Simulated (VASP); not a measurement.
Shape and ions are relaxed at each volume.

Energy against volume of HfB₂ (AlB2 type). All values below come from optB88-vdW, VASP's PBE PAW potentials (set 64) (plane waves; VASP).

| V (Å³/atom) | E (eV/atom) |
|---|---|
| 9.370 | -7.38882 |
| 9.669 | -7.41246 |
| 9.968 | -7.41975 |
| 10.267 | -7.41296 |
| 10.566 | -7.39405 |

**Question.** Fit a third-order Birch-Murnaghan equation of state.

**Answer.** 
```yaml
volume_per_atom: 9.97 Å³/atom
bulk_modulus: 251 GPa
pressure_derivative_of_the_bulk_modulus: 3.98
```

The compound is HfB2 in the AlB2 type structure. It was relaxed first.
